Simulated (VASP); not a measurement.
VASP input:

### INCAR
```
# general
SYSTEM  = SnTe
PREC    = Accurate
ENCUT   = 500   # plane-wave cut-off (eV)
LREAL   = .FALSE.   # projection in real space or not
LASPH   = .TRUE.   # aspherical one-centre terms

# electronic loop
EDIFF   = 1E-6   # SCF stop (eV)
NELM    = 100   # most electronic steps
ALGO    = Normal   # blocked Davidson
LMAXMIX = 4

# smearing
ISMEAR  = 0
SIGMA   = 0.05   # width (eV)

# functional
GGA     = PS

# ions
IBRION  = 2
NSW     = 40
ISIF    = 3
EDIFFG  = -0.02   # ionic stop

# output
LWAVE   = .FALSE.
LCHARG  = .FALSE.
```

KPOINTS:
```
K-points
0
Gamma
7 7 7
```

POSCAR:
```
SnTe
1.0
  0.0000000000   3.5436923965   3.5436923965
  3.5436923965   0.0000000000   3.5436923965
  3.5436923965   3.5436923965   0.0000000000
Sn Te
1 1
Cart
  0.0000000000   0.0000000000   0.0000000000
  1.7718461983   1.7718461983   1.7718461983
```

POTCAR, in this order: Sn_d Te (PBE.64 set). Program: vasp_std.

### Question
Write an equivalent input for Ansatz.

### Answer
One equivalent input (not run):
Ansatz 0.2 input:
```yaml
crystal:
  lattice:
    - [0.0000000, 3.5436924, 3.5436924]
    - [3.5436924, 0.0000000, 3.5436924]
    - [3.5436924, 3.5436924, 0.0000000]
  atoms:
    - { symbol: Sn, position: [0.0000000, 0.0000000, 0.0000000] }
    - { symbol: Te, position: [0.2500000, 0.2500000, 0.2500000] }
kpoints:
  mp_grid: { grid: [7, 7, 7] }
hamiltonian:
  xc: pbesol
  pseudopotentials: { kind: paw }
scf:
  occupations: { method: gaussian, width: 0.05 }
  max_iter: 100
relax:
  max_steps: 40
  f_tol: 0.02
  cell: {}
output: { forces: true, stress: true, eigenvalues: true }
```
Limits of the translation: each code has its own PAW files, so the cut-off isn't converted (ENCUT is set for VASP's; basis.ecutwfc is left out, and Ansatz then takes the one that its files recommend); Ansatz stops its SCF on the density residual and VASP on the energy change (EDIFF).

The structure was generated: SnTe was put into the zinc blende type (F-43m), which need not be its known phase. It was relaxed first, which changed the volume by +36 %.
